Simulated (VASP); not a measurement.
Input:

```
CELL_PARAMETERS angstrom
      0.00000     2.16480     2.16480
      2.16480     0.00000     2.16480
      2.16480     2.16480     0.00000
ATOMIC_POSITIONS crystal
  Si 0.25000 0.25000 0.25000
  C  0.00000 0.00000 0.00000
```

The numbers are results of PBEsol GGA, VASP's PBE PAW potentials (set 64) (plane waves; VASP 6.6.1), not measurements. Settings: 400 eV cut-off, 11×11×11 Γ-centred mesh, Gaussian smearing of 0.050 eV, potentials Si C.

At this cut-off the stress carries a Pulay error, which pulls relaxed volumes low.

Task: Estimate the energy per atom (σ→0), pressure.

Result: 
* **energy per atom (σ→0)**: -7.956 eV/atom
* **pressure**: 3.46 GPa

The structure comes from a computed database's SiC entry; how it stands against other phases isn't given here. The cell was not relaxed at this level.
